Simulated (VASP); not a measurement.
Data:

```
W2Se3Te
1.0
    3.30934     0.00000     0.00000
   -1.65467     2.86597     0.00000
    0.00000     0.00000    13.06599
Te W Se
1 2 3
Direct
  0.33333   0.66667   0.38394
  0.00000   0.00000   0.23923
  0.33333   0.66667   0.75424
  0.00000   0.00000   0.62802
  0.00000   0.00000   0.88064
  0.33333   0.66667   0.11392
```

Calculation: LDA (Ceperley-Alder, Perdew-Zunger), VASP's LDA PAW potentials (set 64) (plane waves; VASP 6.6.1). Settings: 400 eV cut-off, Gaussian smearing of 0.050 eV, potentials Te W_sv Se.

Unless said otherwise, spin-orbit coupling is left out, though it shifts the bands of the heavy elements here.

**Question.** Give the energies of bands 17 to 30 at the high-symmetry points, in eV from the valence-band maximum.

**Answer.** 
```json
[
 {"band": "17", "Γ": "-2.99", "M": "-4.99", "K": "-5.02", "A": "-2.99", "L": "-4.68", "H": "-4.89"},
 {"band": "18", "Γ": "-2.37", "M": "-4.06", "K": "-4.62", "A": "-2.53", "L": "-4.23", "H": "-4.71"},
 {"band": "19", "Γ": "-2.37", "M": "-3.60", "K": "-4.26", "A": "-2.37", "L": "-3.60", "H": "-4.58"},
 {"band": "20", "Γ": "-1.84", "M": "-2.99", "K": "-4.00", "A": "-2.37", "L": "-3.00", "H": "-4.24"},
 {"band": "21", "Γ": "-1.84", "M": "-2.68", "K": "-4.00", "A": "-1.84", "L": "-2.67", "H": "-3.51"},
 {"band": "22", "Γ": "-1.45", "M": "-2.39", "K": "-3.69", "A": "-1.84", "L": "-2.48", "H": "-3.30"},
 {"band": "23", "Γ": "-0.93", "M": "-1.55", "K": "-2.62", "A": "-0.93", "L": "-1.51", "H": "-2.86"},
 {"band": "24", "Γ": "-0.93", "M": "-1.53", "K": "-2.32", "A": "-0.93", "L": "-1.51", "H": "-2.50"},
 {"band": "25", "Γ": "-0.90", "M": "-1.28", "K": "-0.64", "A": "-0.46", "L": "-1.28", "H": "-0.60"},
 {"band": "26", "Γ": "0.00", "M": "-0.56", "K": "-0.27", "A": "-0.05", "L": "-0.58", "H": "-0.35"},
 {"band": "27", "Γ": "2.40", "M": "1.81", "K": "0.97", "A": "2.40", "L": "1.81", "H": "0.97"},
 {"band": "28", "Γ": "2.40", "M": "1.92", "K": "1.45", "A": "2.40", "L": "2.13", "H": "1.44"},
 {"band": "29", "Γ": "2.60", "M": "2.20", "K": "1.50", "A": "2.61", "L": "2.20", "H": "1.94"},
 {"band": "30", "Γ": "2.60", "M": "2.33", "K": "2.75", "A": "2.61", "L": "2.23", "H": "2.25"}
]
```

The gap is indirect, 0.72 eV, from the valence maximum at Γ to the conduction minimum at K-Γ at 0.44.

The structure comes from a computed database's TeW2Se3 entry (P3m1); how it stands against other phases isn't given here. It was relaxed first, which changed the volume by -15 %.
